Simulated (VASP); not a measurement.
Input for VASP

POSCAR:
```
BaF2
1
    0.0000000000     3.1620000000     3.1620000000
    3.1620000000     0.0000000000     3.1620000000
    3.1620000000     3.1620000000     0.0000000000
Ba F
1 2
Direct
  0.0000000000   0.0000000000   0.0000000000
  0.2500000000   0.2500000000   0.2500000000
  0.7500000000   0.7500000000   0.7500000000
```

### INCAR
```
SYSTEM = BaF2
PREC = Accurate
ENCUT = 520
EDIFF = 1E-6
NELM = 100
ALGO = Normal
LREAL = .FALSE.
LASPH = .TRUE.
ISMEAR = 0
SIGMA = 0.05
GGA = PE
LMAXMIX = 4
LWAVE = .FALSE.
LCHARG = .FALSE.
ISIF = 2
IBRION = 0
NSW = 3
TEBEG = 300
```

File KPOINTS:
```
Automatic mesh
0
Gamma
5 5 5
0 0 0
```

POTCAR, in this order: Ba_sv F (PBE.64 set). Program: vasp_std.

**Question.** What happens when VASP runs on this input?

**Answer.** There is a fault: molecular dynamics (IBRION = 0) was asked for without POTIM. VASP stops with an error: Fatal error! IBRION=0, but no entry for POTIM on file INCAR. MUST be specified! ----> I REFUSE TO CONTINUE WITH THIS SICK JOB ... BYE!!! <----



To mend it, set POTIM to the time step in fs (1 to 2 fs suits most solids). The plain static run on this cell (PBE GGA, plane waves, VASP's PBE PAW potentials (set 64)) converges, and its OSZICAR ends with
```
   1 F= -.17126693E+02 E0= -.17126693E+02  d E =-.144544E-17
```

The compound is BaF2 in the fluorite structure. The cell was not relaxed at this level.
